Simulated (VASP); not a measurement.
# Iridium: the relaxed cell at several levels of theory

Aim: relax Iridium at several levels of theory and compare the cells. The starting structure is a measured crystal structure from the Crystallography Open Database. The first relaxation on each setting starts from this cell expanded by 3 % in volume.

Program: VASP 6.6.1. Level of theory: Kohn-Sham DFT with plane waves and PAW; PBEsol, LDA, PBE, PBEsol + D3(BJ), r2SCAN, r2SCAN + rVV10, vdW-DF-cx and TPSS. Results are calculated unless marked as measured.

## (1) Set-up

It takes space group Fm-3m (No. 225, cubic). The conventional cell has a = 3.839 Å, b = 3.839 Å, c = 3.839 Å, α = 90.00°, β = 90.00°, γ = 90.00°. Nearest to Ir lie 12 Ir at 2.71 Å.

## (2) Relaxation with PBEsol

PBEsol restores the gradient expansion of exchange and is tuned for the cells of solids. This run starts from the cell of an earlier relaxation, which isn't shown; the restart sets up the plane waves anew.

Input file INCAR:

```
SYSTEM = Ir
PREC = Accurate
ENCUT = 450
EDIFF = 1E-06
NELM = 100
ISMEAR = 1
SIGMA = 0.15
LREAL = .FALSE.
ALGO = Normal
GGA = PS
NBANDS = 10
LASPH = .TRUE.
LORBIT = 11
LWAVE = .FALSE.
LCHARG = .FALSE.
KPAR = 8
IBRION = 2
NSW = 50
ISIF = 3
EDIFFG = -0.006
```

Input file POSCAR:

```
Ir
1.0
    0.0000000000      1.9164307044      1.9164307044
    1.9164307044      0.0000000000      1.9164307044
    1.9164307044      1.9164307044      0.0000000000
Ir
1
Direct
    0.0000000000      0.0000000000      0.0000000000
```

Input file KPOINTS:

```
Automatic mesh
0
Gamma
20 20 20
0 0 0
```

The projector-augmented-wave data sets are Ir (PBE family, release 64).

The run is started by

```
$ mpirun -np 8 vasp_std
```

The log of the run:

```text
[banner, memory and clock lines left out]
running    8 mpi-ranks, on    1 nodes
 distrk:  each k-point on    1 cores,    8 groups
 distr:  one band on    1 cores,    1 groups

 POSCAR found type information on POSCAR Ir
 POSCAR found :  1 types and       1 ions
|                                                                             |
|           W    W    AA    RRRRR   N    N  II  N    N   GGGG   !!!           |
|           W    W   A  A   R    R  NN   N  II  NN   N  G    G  !!!           |
|           W    W  A    A  R    R  N N  N  II  N N  N  G       !!!           |
|           W WW W  AAAAAA  RRRRR   N  N N  II  N  N N  G  GGG   !            |
|           WW  WW  A    A  R   R   N   NN  II  N   NN  G    G                |
|           W    W  A    A  R    R  N    N  II  N    N   GGGG   !!!           |
|                                                                             |
|     For optimal performance we recommend to set                             |
|       NCORE = 2 up to number-of-cores-per-socket                            |
|     NCORE specifies how many cores store one orbital (NPAR=cpu/NCORE).      |
|     This setting can greatly improve the performance of VASP for DFT.       |
|     The default, NCORE=1 might be grossly inefficient on modern             |
|     multi-core architectures or massively parallel machines. Do your        |
|     Unfortunately you need to use the default for GW and RPA                |
|     calculations (for HF NCORE is supported but not extensively tested      |
|     yet).                                                                   |
|                                                                             |

|                                                                             |
|               ----> ADVICE to this user running VASP <----                  |
|                                                                             |
|     You enforced a specific xc type in the INCAR file but a different       |
|     [... a line on the potential file left out ...]
|     I HOPE YOU KNOW WHAT YOU ARE DOING!                                     |
|                                                                             |

 LDA part: xc-table for (Slater+PW92), standard interpolation
 POSCAR, INCAR and KPOINTS ok, starting setup
 FFT: planning ... GRIDC
 FFT: planning ... GRID_SOFT
 FFT: planning ... GRID
 WAVECAR not read
 entering main loop
       N       E                     dE             d eps       ncg     rms          rms(c)
DAV:   1     0.423692640525E+02    0.42369E+02   -0.39783E+03  5202   0.723E+02
DAV:   2    -0.965956973350E+01   -0.52029E+02   -0.49240E+02  5270   0.186E+02
DAV:   3    -0.104513424292E+02   -0.79177E+00   -0.79014E+00  5942   0.275E+01
DAV:   4    -0.104583601700E+02   -0.70177E-02   -0.70164E-02  5760   0.247E+00
DAV:   5    -0.104585006359E+02   -0.14047E-03   -0.14046E-03  5930   0.330E-01    0.159E+01
DAV:   6    -0.992761091598E+01    0.53089E+00   -0.93737E-01  5736   0.117E+01    0.628E+00
DAV:   7    -0.983142617031E+01    0.96185E-01   -0.28194E-01  6096   0.584E+00    0.146E+00
DAV:   8    -0.982884497921E+01    0.25812E-02   -0.20525E-03  5488   0.451E-01    0.115E+00
DAV:   9    -0.982423093006E+01    0.46140E-02   -0.23067E-03  5626   0.684E-01    0.311E-02
DAV:  10    -0.982422275209E+01    0.81780E-05   -0.13795E-05  7364   0.381E-02    0.166E-02
DAV:  11    -0.982422450418E+01   -0.17521E-05   -0.10893E-06  4758   0.647E-03    0.142E-03
DAV:  12    -0.982422451864E+01   -0.14464E-07   -0.25697E-08  2740   0.171E-03
   1 F= -.98242245E+01 E0= -.98247725E+01  d E =-.982422E+01
 curvature:   0.00 expect dE= 0.000E+00 dE for cont linesearch  0.000E+00
 trial: gam= 0.00000 g(F)=  0.454E-63 g(S)=  0.230E-06 ort = 0.000E+00 (trialstep = 0.100E+01)
 search vector abs. value=  0.230E-06
 reached required accuracy - stopping structural energy minimisation
```

Elapsed: 3.4 s, on 8 MPI ranks of Intel Xeon 6975P-C (Granite Rapids), shared host; peak memory 1.2 GiB; 19 s of CPU time.

The logs omit lines about the potential files and the build; timing stands in the text.

From OUTCAR (step 2):

```text
ion  position               nearest neighbor table
   1  0.000  0.000  0.000-

  LATTYP: Found a face centered cubic cell.
 ALAT       =     3.8328614088

 Subroutine GETGRP returns: Found 48 space group operations
 (whereof 48 operations were pure point group operations)

The static configuration has the point symmetry O_h .

 Found    256 irreducible k-points:

   k-points           NKPTS =    256   k-points in BZ     NKDIM =    256   number of bands    NBANDS=     10

   dimension x,y,z NGX =    20 NGY =   20 NGZ =   20
   dimension x,y,z NGXF=    40 NGYF=   40 NGZF=   40

   ENCUT  =  450.0 eV  33.07 Ry    5.75 a.u.   4.69  4.69  4.69*2*pi/ulx,y,z

   NELECT =       9.0000    total number of electrons

 k-points in reciprocal lattice and weights: Automatic mesh
   0.00000000  0.00000000  0.00000000       0.000
   0.05000000  0.00000000  0.00000000       0.001
   0.10000000  0.00000000  0.00000000       0.001
   0.15000000  0.00000000  0.00000000       0.001
   0.20000000  0.00000000  0.00000000       0.001
   0.25000000  0.00000000  0.00000000       0.001
   0.30000000  0.00000000  0.00000000       0.001
   0.35000000  0.00000000  0.00000000       0.001
   0.40000000  0.00000000  0.00000000       0.001
[...]
-0.30000000  0.50000000  0.20000000       0.002
  -0.25000000  0.50000000  0.25000000       0.001

 average (electrostatic) potential at core
       1 -48.5317

 E-fermi :  10.2787

 k-point     1 :       0.0000    0.0000    0.0000
  band No.  band energies     occupation
    ...
      2       6.3967      2.00000
      3       6.3967      2.00000
      4       6.3967      2.00000
      5       9.1330      2.00000
      6       9.1330      2.00000
      7      24.6429      0.00000
      8      30.2455      0.00000
      9      30.2455      0.00000
     10      30.2455      0.00000

 k-point     2 :       0.0500    0.0000    0.0000
  band No.  band energies     occupation
    ...
      2       6.3355      2.00000
      3       6.4460      2.00000
      4       6.4460      2.00000
      5       9.1003      2.00000
      6       9.1003      2.00000
      7      24.8389      0.00000
      8      29.6184      0.00000
      9      30.4309      0.00000
     10      30.4309      0.00000

 k-point     3 :       0.1000    0.0000    0.0000
  band No.  band energies     occupation
    ...
      2       6.1735      2.00000
      3       6.5795      2.00000
      4       6.5795      2.00000
      5       9.0235      2.00000
      6       9.0235      2.00000
      7      25.3874      0.00000
      8      28.3365      0.00000
      9      30.9729      0.00000
     10      30.9729      0.00000

  Total        0.0012616      0.0012616      0.0012616      0.0000000      0.0000000      0.0000000
  in kB        0.1435869      0.1435869      0.1435869      0.0000000      0.0000000      0.0000000
  external PRESSURE =       0.1435869 kB  Pullay stress =       0.0000000 kB

  energy-cutoff  :      450.00
  volume of cell :       14.08
      direct lattice vectors                 reciprocal lattice vectors
     0.000000000  1.916430704  1.916430704    -0.260901685  0.260901685  0.260901685
     1.916430704  0.000000000  1.916430704     0.260901685 -0.260901685  0.260901685
     1.916430704  1.916430704  0.000000000     0.260901685  0.260901685 -0.260901685

 POSITION                                       TOTAL-FORCE (eV/Angst)
 -----------------------------------------------------------------------------------
      0.00000      0.00000      0.00000         0.000000      0.000000      0.000000
 -----------------------------------------------------------------------------------
    total drift:                                0.000000      0.000000      0.000000

  FREE ENERGIE OF THE ION-ELECTRON SYSTEM (eV)
  ---------------------------------------------------
  free  energy   TOTEN  =        -9.8242245186 eV

  energy  without entropy=       -9.8258683863  energy(sigma->0) =       -9.82477247

 reached required accuracy - stopping structural energy minimisation

 total charge
# of ion       s       p       d       tot
------------------------------------------
    1        0.675   0.749   6.977   8.401

[... 3 further parts left out ...]
```

CONTCAR:

```
Ir
   1.00000000000000
     0.0000000000000000    1.9164307044000000    1.9164307044000000
     1.9164307044000000    0.0000000000000000    1.9164307044000000
     1.9164307044000000    1.9164307044000000    0.0000000000000000
  Ir
     1
Direct
     0.0000000000000000    0.0000000000000000    0.0000000000000000
```

This run has no spin polarisation. Its electron count is odd, so without a moment it is a metal by construction. The PAW data sets were made with PBE, which is usual practice but a small mismatch for other functionals. The run keeps the 48 symmetry operations of its start, so it cannot find a distortion of lower symmetry.

With PBEsol the relaxed cell holds 14.077 Å³ an atom, -0.51 % against the measured cell, with a = 3.833 Å. Pressures at 0.985 and 1.015 times this volume, from two more relaxations that aren't shown, give a bulk modulus of 391.3 GPa.

## (3) Relaxation with LDA

LDA, the lowest rung, knows the local density alone. This run starts from the cell of an earlier relaxation, which isn't shown; the restart sets up the plane waves anew.

INCAR: that of step 2 with these lines changed.

```diff
@@ -9,3 +9,3 @@
 ALGO = Normal
-GGA = PS
+GGA = CA
 NBANDS = 10
```

Input file POSCAR:

```
Ir
1.0
    0.0000000000      1.9091750804      1.9091750804
    1.9091750804      0.0000000000      1.9091750804
    1.9091750804      1.9091750804      0.0000000000
Ir
1
Direct
    0.0000000000      0.0000000000      0.0000000000
```

KPOINTS is that of step 2.

PAW data sets: Ir (LDA family, release 64).

The run is started by

```
$ mpirun -np 8 vasp_std
```

The log of the run:

```text
[banner, memory and clock lines left out]
running    8 mpi-ranks, on    1 nodes
[...]
[... a notice as in an earlier step ...]

 LDA part: xc-table for (Slater(with rela. corr.)+CA(PZ))
 , standard interpolation
 POSCAR, INCAR and KPOINTS ok, starting setup
[...]
entering main loop
       N       E                     dE             d eps       ncg     rms          rms(c)
DAV:   1     0.431215326914E+02    0.43122E+02   -0.40265E+03  5200   0.731E+02
DAV:   2    -0.101208872916E+02   -0.53242E+02   -0.50352E+02  5268   0.188E+02
DAV:   3    -0.109364742661E+02   -0.81559E+00   -0.81399E+00  6126   0.285E+01
DAV:   4    -0.109434375266E+02   -0.69633E-02   -0.69621E-02  5852   0.240E+00
[...]
DAV:   9    -0.103296323672E+02    0.45858E-02   -0.22439E-03  5688   0.701E-01    0.458E-02
DAV:  10    -0.103296183051E+02    0.14062E-04   -0.13530E-05  7410   0.389E-02    0.919E-03
DAV:  11    -0.103296190159E+02   -0.71088E-06   -0.13734E-06  5340   0.860E-03
   1 F= -.10329619E+02 E0= -.10330157E+02  d E =-.103296E+02
[...]
reached required accuracy - stopping structural energy minimisation
```

Run time: 2.8 s. Hardware: 8 MPI ranks; peak memory 1.1 GiB; 15 s of CPU time.

Parts of OUTCAR (step 3):

```text
  Total        0.0043128      0.0043128      0.0043128      0.0000000      0.0000000      0.0000000
  in kB        0.4964866      0.4964866      0.4964866      0.0000000      0.0000000      0.0000000
  external PRESSURE =       0.4964866 kB  Pullay stress =       0.0000000 kB

  FREE ENERGIE OF THE ION-ELECTRON SYSTEM (eV)
  ---------------------------------------------------
  free  energy   TOTEN  =       -10.3296190159 eV

  energy  without entropy=      -10.3312343176  energy(sigma->0) =      -10.33015745

[... 3 parts as in an earlier step ...]

[... 2 further parts left out ...]
[key lines of the parts left out:]
E-fermi :  10.5432
```

With LDA the relaxed cell holds 13.918 Å³ an atom, -1.64 % against the measured cell, with a = 3.818 Å. That is -1.13 % from PBEsol. Pressures at 0.985 and 1.015 times this volume, from two more relaxations that aren't shown, give a bulk modulus of 406.3 GPa.

## (4) Relaxation with PBE

PBE, the usual starting point, adds the gradient of the density.

INCAR: that of step 3 with these lines changed.

```diff
@@ -9,3 +9,3 @@
 ALGO = Normal
-GGA = CA
+GGA = PE
 NBANDS = 10
```

Input file POSCAR:

```
Ir
1.0
    0.0000000000      1.9387081669      1.9387081669
    1.9387081669      0.0000000000      1.9387081669
    1.9387081669      1.9387081669      0.0000000000
Ir
1
Direct
    0.0000000000      0.0000000000      0.0000000000
```

KPOINTS is that of step 3.

The projector-augmented-wave data sets are Ir (PBE family, release 64).

The run is started by

```
$ mpirun -np 8 vasp_std
```

The log of the run:

```text
[banner, memory and clock lines left out]
running    8 mpi-ranks, on    1 nodes
[...]
[... a notice as in an earlier step ...]

 LDA part: xc-table for (Slater+PW92), standard interpolation
 POSCAR, INCAR and KPOINTS ok, starting setup
[...]
entering main loop
       N       E                     dE             d eps       ncg     rms          rms(c)
DAV:   1     0.414219442639E+02    0.41422E+02   -0.40105E+03  5336   0.722E+02
DAV:   2    -0.863092586934E+01   -0.50053E+02   -0.46755E+02  5284   0.180E+02
DAV:   3    -0.941696873765E+01   -0.78604E+00   -0.78292E+00  6014   0.274E+01
DAV:   4    -0.942382893423E+01   -0.68602E-02   -0.68594E-02  5758   0.241E+00
[...]
DAV:   9    -0.885327155821E+01    0.29735E-02   -0.18527E-03  5800   0.586E-01    0.131E-02
DAV:  10    -0.885327726940E+01   -0.57112E-05   -0.10674E-05  6966   0.296E-02    0.254E-02
DAV:  11    -0.885327813359E+01   -0.86419E-06   -0.81332E-07  3716   0.107E-02
   1 F= -.88532781E+01 E0= -.88539009E+01  d E =-.885328E+01
[...]
DAV:   5    -0.884966769032E+01   -0.39133E-05   -0.37394E-06  6274   0.129E-02    0.387E-03
DAV:   6    -0.884966907706E+01   -0.13867E-05   -0.65955E-07  4104   0.504E-03    0.349E-04
DAV:   7    -0.884966907086E+01    0.61980E-08   -0.21747E-08  2642   0.130E-03
   2 F= -.88496691E+01 E0= -.88502615E+01  d E =0.360906E-02
 trial-energy change:    0.003609  1 .order    0.003700   -0.002752    0.010152
 step:   0.2205(harm=  0.2133)  dis= 0.00000  next Energy=    -8.853583 (dE=-0.304E-03)
[...]
N       E                     dE             d eps       ncg     rms          rms(c)
DAV:   1    -0.886574613728E+01   -0.16077E-01   -0.40421E-01  5566   0.900E+00    0.943E-01
DAV:   2    -0.885476717964E+01    0.10979E-01   -0.25710E-02  5620   0.194E+00    0.363E-01
DAV:   3    -0.885358674121E+01    0.11804E-02   -0.47093E-03  6258   0.734E-01    0.127E-01
DAV:   4    -0.885358553340E+01    0.12078E-05   -0.11213E-04  5950   0.960E-02    0.140E-02
DAV:   5    -0.885358768481E+01   -0.21514E-05   -0.33617E-06  6430   0.108E-02    0.349E-03
DAV:   6    -0.885358800185E+01   -0.31704E-06   -0.86575E-08  2702   0.236E-03
   3 F= -.88535880E+01 E0= -.88542040E+01  d E =-.309868E-03
[...]
reached required accuracy - stopping structural energy minimisation
```

Run time: 6.4 s. Hardware: 8 MPI ranks; peak memory 1.2 GiB.

OUTCAR, selected parts (step 4):

```text
  Total        0.0007588      0.0007588      0.0007588      0.0000000      0.0000000     -0.0000000
  in kB        0.0837852      0.0837852      0.0837852      0.0000000      0.0000000     -0.0000000
  external PRESSURE =       0.0837852 kB  Pullay stress =       0.0000000 kB

 POSITION                                       TOTAL-FORCE (eV/Angst)
 -----------------------------------------------------------------------------------
     -0.00000      0.00000      0.00000         0.000000      0.000000     -0.000000
 -----------------------------------------------------------------------------------
    total drift:                                0.000000     -0.000000     -0.000000

  FREE ENERGIE OF THE ION-ELECTRON SYSTEM (eV)
  ---------------------------------------------------
  free  energy   TOTEN  =        -8.8535880018 eV

  energy  without entropy=       -8.8554361343  energy(sigma->0) =       -8.85420405

[... 2 parts as in an earlier step ...]

[... 2 further parts left out ...]
[key lines of the parts left out:]
E-fermi :   9.9125
```

With PBE the relaxed cell holds 14.510 Å³ an atom, +2.55 % against the measured cell, with a = 3.872 Å. That is +3.07 % from PBEsol. Pressures at 0.985 and 1.015 times this volume, from two more relaxations that aren't shown, give a bulk modulus of 351.1 GPa.

## (5) Relaxation with PBEsol + D3(BJ)

D3 with Becke-Johnson damping keeps a finite attraction at short range. This run starts from the cell of an earlier relaxation, which isn't shown; the restart sets up the plane waves anew.

INCAR: that of step 4 with these lines changed.

```diff
@@ -9,3 +9,4 @@
 ALGO = Normal
-GGA = PE
+GGA = PS
+IVDW = 12
 NBANDS = 10
```

Input file POSCAR:

```
Ir
1.0
    0.0000000000      1.9031349891      1.9031349891
    1.9031349891      0.0000000000      1.9031349891
    1.9031349891      1.9031349891      0.0000000000
Ir
1
Direct
    0.0000000000      0.0000000000      0.0000000000
```

KPOINTS is that of step 4.

The run is started by

```
$ mpirun -np 8 vasp_std
```

The log of the run:

```text
[banner, memory and clock lines left out]
running    8 mpi-ranks, on    1 nodes
[...]
[... a notice as in an earlier step ...]

 [... a notice as in an earlier step ...]

 LDA part: xc-table for (Slater+PW92), standard interpolation
 POSCAR, INCAR and KPOINTS ok, starting setup
[...]
entering main loop
       N       E                     dE             d eps       ncg     rms          rms(c)
DAV:   1     0.429414006085E+02    0.42941E+02   -0.40084E+03  5256   0.727E+02
DAV:   2    -0.966857285158E+01   -0.52610E+02   -0.49651E+02  5256   0.188E+02
DAV:   3    -0.104315663585E+02   -0.76299E+00   -0.76128E+00  5972   0.272E+01
DAV:   4    -0.104383733335E+02   -0.68070E-02   -0.68058E-02  5872   0.244E+00
[...]
DAV:  10    -0.981640207408E+01    0.97233E-05   -0.14303E-05  7392   0.386E-02    0.156E-02
DAV:  11    -0.981640389098E+01   -0.18169E-05   -0.11700E-06  4850   0.666E-03    0.134E-03
DAV:  12    -0.981640389377E+01   -0.27915E-08   -0.26608E-08  2730   0.174E-03
   1 F= -.10550021E+02 E0= -.10550539E+02  d E =-.105500E+02
[...]
reached required accuracy - stopping structural energy minimisation
```

Wall time 3.4 s (8 MPI ranks); peak memory 1.2 GiB.

OUTCAR, selected parts (step 5):

```text
 Edisp (eV)   -0.73362

  Total       0.00239     0.00239     0.00239     0.00000    -0.00000     0.00000
  in kB       0.27743     0.27743     0.27743     0.00000    -0.00000     0.00000
  external pressure =        0.28 kB  Pullay stress =        0.00 kB

 POSITION                                       TOTAL-FORCE (eV/Angst)
 -----------------------------------------------------------------------------------
      0.00000      0.00000      0.00000         0.000000     -0.000000     -0.000000
 -----------------------------------------------------------------------------------
    total drift:                                0.000000      0.000000     -0.000000

  FREE ENERGIE OF THE ION-ELECTRON SYSTEM (eV)
  ---------------------------------------------------
  free  energy   TOTEN  =       -10.5500214233 eV

  energy  without entropy=      -10.5515745706  energy(sigma->0) =      -10.55053914

[... 2 parts as in an earlier step ...]

[... 2 further parts left out ...]
[key lines of the parts left out:]
E-fermi :  10.6488
```

With PBEsol + D3(BJ) the relaxed cell holds 13.786 Å³ an atom, -2.57 % against the measured cell, with a = 3.806 Å. That is -2.07 % from PBEsol. Pressures at 0.985 and 1.015 times this volume, from two more relaxations that aren't shown, give a bulk modulus of 417.4 GPa.

[end of part 1 of 2]

[Lines on the potential files, build, host, timing and source positions are cut from VASP's logs without a mark.]

[Logs are printed without paths, hosts, clocks, repeated set-up lines and the standing remarks that a program may print on its own settings, such as how far it seeks lower states.]

[Hosts, paths, dates, database ids (printed as entryN), source tags and the programs' standing remarks are cut or masked in the printed files.]
